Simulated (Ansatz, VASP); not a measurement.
## Ge23Sb12S65 (germanium antimony sulfide glass Ge23Sb12S65) in two plane-wave programs

Aim: how closely do two programs agree when they are given the same cell, functional and k mesh? The structure shown is the end of the Ansatz relaxation below.

Program: Ansatz 0.2.0. Level of theory: plane waves, with VASP 6.6.1 beside it; single point at PBE. Results are calculated unless marked as measured.

### Step 1. Set-up

The cell holds 100 atoms: 23 Ge, 12 Sb and 65 S. Cell: a = 14.398 Å, b = 14.562 Å, c = 14.745 Å, α = 90.0°, β = 90.0°, γ = 90.0°. As first built, before any earlier steps moved the atoms (in the runner's words): 100 atoms (23 Ge, 12 Sb, 65 S) placed at random at 3.17 g/cm^3 and pushed apart to contact distance.

### Step 2. Ansatz: relaxation, PBE

Ansatz runs on its default PAW (the set named soft_2) files.

This run makes the geometry at which the two programs are then compared.

input.yaml reads:

```yaml
crystal:
  lattice:
    - [14.39794, 0.0, 0.0]
    - [0.0, 14.56223, 0.0]
    - [0.0, 0.0, 14.74546]
  atoms:
    - { symbol: Ge, position: [0.24943, 0.19305, 0.83022] }
    - { symbol: Ge, position: [0.79404, 0.94314, 0.1347] }
    # ... one line an atom, as in the record's system
kpoints:
  mp_grid: { grid: [1, 1, 1] }
hamiltonian:
  xc: pbe
scf:
  occupations: { method: fermi_dirac, width: 0.05 }
output:
  forces: true
  stress: true
basis:
  ecutwfc: "300 eV"
relax:
  f_tol: 0.04
  max_steps: 40
  cell: { stress_tol: 0.1, fix: [alpha, beta, gamma] }
```

Started as:

```bash
$ ansatz run input.yaml --threads 32 --pin off --max-ram 143360MiB --backend cuda --events-out ev --progress --plain --runs-dir out
```

Log:

```text
Warning: basis.ecutwfc = 300 eV is below the records' recommended 420 eV, and the density's cutoff is lower with it unless basis.ecutrho_ratio is high enough to keep the records' density cutoff: compare with a run at a higher cutoff
Engine: ansatz 0.2.0, aarch64-unknown-linux-gnu
Pseudopotentials: kind: paw
Pseudopotential: Ge, paw, valence charge 14, recommended cutoff 420 eV (normal), Ge.paw.azcp
Pseudopotential: Sb, paw, valence charge 15, recommended cutoff 420 eV (normal), Sb.paw.azcp
device memory: the entry about to start is reckoned to put 5.1 GiB on a device that reports 182.5 GiB free
GPU FFT provider: cuFFT
GPU libraries: cuBLAS 13.8.1, cuFFT 12.4.0, cuSOLVER 12.3.2
GPU matrix products: emulated (plane waves: as basis.precision tells), large ones in fixed point in workspaces of 1.00 GiB
Crystal: 100 atoms, lattice volume = 3091.623 Å³
Basis set: ecut = 300 eV, 36521 PW (Γ), exchange–correlation on 180×180×180 points (8 copies of the dense FFT grid, shifted against one another)
Bands: 546, of which v1, the nominal top of the filled ones, is band 446 counted from 1 (445 counted from 0)
k-points: 1
GPU buffer pool allocated for 729000 grid points (all kernels)
GPU transforms: local potential and band sums: pruned to the plane-wave sphere, on 81×81×81
relax step   1: F+E_penalty+E_count = -235243.29253567 eV  Δ(F+E_penalty+E_count) = +0.000e0 eV  max|allowed force component| = 3.083e-2 eV/Å  Δτ_max = 0.0000 Å  P = +0.057 GPa  Ω = 3091.623 Å³
device memory: the entry about to start is reckoned to put 5.1 GiB on a device that reports 182.5 GiB free
GPU FFT provider: cuFFT
GPU libraries: cuBLAS 13.8.1, cuFFT 12.4.0, cuSOLVER 12.3.2
GPU matrix products: emulated (plane waves: as basis.precision tells), large ones in fixed point in workspaces of 1.00 GiB
GPU buffer pool allocated for 729000 grid points (all kernels)
GPU transforms: local potential and band sums: pruned to the plane-wave sphere, on 81×81×81
eigensolver tolerance schedule: the retry pair's looser diagonalisation over-reported the residual by 9517.57 of it (diagonalisation noise at an unbounded share of the residual, at the tolerance the schedule requests for it); recorded, not acted on — ethr = c·dr2/N_el stays at c = 1.0e-1
relax step   2: F+E_penalty+E_count = -235243.29253570 eV  Δ(F+E_penalty+E_count) = -2.224e-8 eV  max|allowed force component| = 3.083e-2 eV/Å  Δτ_max = 0.0000 Å  P = +0.057 GPa  Ω = 3091.623 Å³
basis re-selected at this cell: Δ(F+E_penalty+E_count) = -2.224e-8 eV, ΔP = -0.000 GPa vs the last step (what re-selecting the basis moved, of the pressure what is left beyond the Pulay correction that the steps carried, after the strain that the cell walked since its last selection, with what the two solves' SCF thresholds leave and, on support functions, any second-order correction that the steps lacked; it is no m [...]
SCF converged after 5 iterations
Free energy (F): -235243.292536 eV
Internal energy: -235243.292531 eV  (E = F + TS)
E sigma→0 (E₀):  -235243.292533 eV
Entropy (-TS):   -0.000005 eV (-0.000 meV/atom)
Fermi energy:    3.898510 eV
--- Forces (eV/Å), atoms counted from 1 ---
  max |Σ_I F_I| component: 3.48e-6 eV/Å
--- Stress (GPa, compression-positive) ---
        0.043275      -0.065352      -0.097933
       -0.065352       0.062214      -0.004626
       -0.097933      -0.004626       0.064911
  P = ⅓ Tr σ = 0.0568 GPa (0.568 kbar)
--- Band table (eV) ---
--- Relaxed structure (1 steps of the walk, 1 accepted, 1 SCFs on fresh bases) ---
  F+E_penalty+E_count = -235243.29253570 eV   max|allowed force component| = 3.083e-2 eV/Å   (the final SCF, on the basis selected at the relaxed cell)
  cell:  # Å, volume = 3091.6233 Å³
    - [14.39794, 0.0, 0.0]
    - [0.0, 14.56223, 0.0]
    - [0.0, 0.0, 14.74546]
  atoms:
    [... one line an atom ...]
```

### Step 3. VASP: single point, PBE

The same cell, functional, mesh and smearing now go to VASP, with its own data sets.

Lines of VASP's logs that name or quote its potential files are left out, and so is its time.

INCAR reads:

```
SYSTEM = Ge23Sb12S65
PREC = Accurate
ENCUT = 410
EDIFF = 1E-06
NELM = 120
ISMEAR = -1
SIGMA = 0.05
LREAL = Auto
ALGO = Normal
GGA = PE
NBANDS = 456
LORBIT = 11
LWAVE = .FALSE.
LCHARG = .FALSE.
ISIF = 2
LASPH = .TRUE.
GGA_COMPAT = .FALSE.
EFERMI = MIDGAP
NCORE = 2
```

POSCAR reads:

```
Ge23Sb12S65
1.0
   14.3979400000      0.0000000000      0.0000000000
    0.0000000000     14.5622300000      0.0000000000
    0.0000000000      0.0000000000     14.7454600000
Ge Sb S
23 12 65
Direct
    0.2494300000      0.1930500000      0.8302200000
    0.7940400000      0.9431400000      0.1347000000
    0.7583400000      0.2292900000      0.5860700000
    0.4916300000      0.8627400000      0.4555300000
    0.5759300000      0.9746700000      0.2402700000
    0.3899900000      0.2638800000      0.5788900000
    0.2399900000      0.3638000000      0.5288000000
    0.9596700000      0.5416700000      0.9888500000
    0.1542900000      0.8677600000      0.5540700000
    0.0955300000      0.8589800000      0.9608100000
    0.5910900000      0.3600600000      0.6991400000
    0.7458900000      0.6267300000      0.2558600000
    0.2476900000      0.5818500000      0.6394800000
    0.1718100000      0.4043200000      0.9612600000
    0.4570900000      0.1198700000      0.1996100000
    0.6161100000      0.4475500000      0.0570400000
    0.2294300000      0.7812300000      0.7586100000
    0.9741400000      0.2523800000      0.5567500000
    0.1443800000      0.1139900000      0.6186300000
    0.8519600000      0.7657100000      0.5167900000
    0.6386900000      0.8625300000      0.6388400000
    0.6074900000      0.8813200000      0.9735300000
    0.4168900000      0.3531700000      0.8633600000
    0.0809700000      0.0560200000      0.3299900000
    0.8178000000      0.4686300000      0.7691500000
    0.9709400000      0.6402700000      0.2248000000
    0.4737000000      0.0388400000      0.8014100000
    0.2199900000      0.8575000000      0.2005000000
    0.7962700000      0.0489900000      0.8898000000
    0.2297500000      0.5571100000      0.1662500000
[... 64 atom lines left out ...]
    0.5659200000      0.7622400000      0.5457300000
    0.3079900000      0.0521900000      0.2080100000
    0.8339000000      0.7520100000      0.2520300000
    0.8401800000      0.0122000000      0.7322100000
    0.6619000000      0.9865000000      0.5478300000
    0.6042000000      0.3592900000      0.1924100000
```

KPOINTS reads:

```
Automatic mesh
0
Gamma
1 1 1
0 0 0
```

PAW data sets: Ge_d, Sb and S (PBE family, release 64).

Started as:

```bash
$ mpirun -np 8 vasp_gam
```

Log:

```text
[banner, memory and clock lines left out]
running    8 mpi-ranks, on    1 nodes
[...]
LDA part: xc-table for (Slater+PW92), standard interpolation
 POSCAR, INCAR and KPOINTS ok, starting setup
[...]
entering main loop
       N       E                     dE             d eps       ncg     rms          rms(c)
DAV:   1     0.148925262369E+05    0.14893E+05   -0.24604E+05   984   0.241E+03
DAV:   2     0.295369563441E+04   -0.11939E+05   -0.11674E+05   984   0.655E+02
DAV:   3     0.206882553063E+02   -0.29330E+04   -0.27966E+04  1040   0.245E+02
DAV:   4    -0.428870901593E+03   -0.44956E+03   -0.43665E+03  1160   0.986E+01
[...]
DAV:  17    -0.437216681404E+03   -0.57649E-05   -0.74810E-05  1024   0.107E-02    0.219E-02
DAV:  18    -0.437216685470E+03   -0.40663E-05   -0.12466E-05  1024   0.499E-03    0.144E-02
DAV:  19    -0.437216685300E+03    0.17043E-06   -0.34656E-06   832   0.327E-03
   1 F= -.43721669E+03 E0= -.43721668E+03  d E =-.453819E-05
```

From OUTCAR (step 3):

```text
  FREE ENERGIE OF THE ION-ELECTRON SYSTEM (eV)
  ---------------------------------------------------
  free  energy   TOTEN  =      -437.2166852996 eV

  energy  without entropy=     -437.2166807614  energy(sigma->0) =     -437.21668303
```

The run ends at a pressure of -0.18 GPa, with forces up to 0.12 eV/Å.

### Step 4. Side by side

Known differences besides the potentials themselves: the data sets hold 892 valence electrons in Ansatz (on its default PAW (the set named soft_2) files) and 772 in VASP; the cutoff is 300 eV in Ansatz and 410 eV in VASP (PREC = Accurate, projectors in real space); Ansatz's log warns that its cutoff lies below the recommended one. Total energies have different zeros and are not compared.

The two programs side by side:

```
              quantity  Ansatz   VASP  difference
gap on the k mesh (eV)   1.368  1.368      +0.001
```

A gap on the mesh is an upper bound, since the band edges may lie between its points.

### Step 5. Outcome

```
difference in gap on the k mesh (single point, PBE) : 5.5e-4 eV
```

What this shows: The difference in gap on the k mesh is 5.5e-4 eV (single point, PBE), within the 0.08 eV picked in this series as the mark of a large difference. The data sets hold unlike numbers of valence electrons (892 in Ansatz and 772 in VASP), so part of the differences comes from the potentials. Such differences can come from data sets, numerical settings and the points named under the comparisons, not from the functional's error against experiment.

[Lines on the potential files, build, host, timing and source positions are cut from VASP's logs without a mark.]

[Logs are printed without paths, hosts, clocks, repeated set-up lines and the standing remarks that a program may print on its own settings, such as how far it seeks lower states.]

[Hosts, paths, dates, database ids (printed as entryN), source tags and the programs' standing remarks are cut or masked in the printed files.]
